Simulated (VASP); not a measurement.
The system is TeH.

```xyz
2
Lattice="0.0000 2.6817 2.6817 2.6817 0.0000 2.6817 2.6817 2.6817 0.0000" Properties=species:S:1:pos:R:3 pbc="T T T"
H     0.0000    0.0000    0.0000
Te    2.6817    2.6817    2.6817
```

The cell was built by a generator and needn't be a form met in nature.

| Property | Result |
| --- | --- |
| Program | VASP 6.6.1 |
| Task | relaxation of cell and atoms |
| Functional | LDA |
| Potentials or basis | VASP PAW LDA potentials, release 64 (H, Te) |
| Cutoff | 600 eV |
| k mesh | 11 × 11 × 11 |
| Occupations | fermi-dirac, width 0.0551 eV |
| Spin | no spin polarisation |

At the start: pressure -11.1 GPa; volume 19.28 Å³/atom.

Q: How do energy, volume and symmetry change on relaxing?

A: Over 4 steps the energy falls by 217.0 meV/atom and the volume is 14.44 Å³/atom (-25.1 %); space group Fm-3m (No. 225, to 0.05 Å).

Step by step:
```csv
step,energy change (eV),largest force (eV/Å),pressure (GPa),volume (Å³)
1,0.0000,0.0000,-11.05,38.57
2,-0.3852,0.0000,-5.37,31.61
3,-0.4335,0.0000,-0.67,29.19
4,-0.4341,0.0000,0.08,28.89
```

Final structure:
```
H Te
1.0
     0.00000    2.43533    2.43533
     2.43533    0.00000    2.43533
     2.43533    2.43533    0.00000
H Te
1 1
Cartesian
  0.0000 0.0000 0.0000
  2.4353 2.4353 2.4353
```

Caveat: the volume moved by over 15 % at a fixed basis, so the end points are rough.
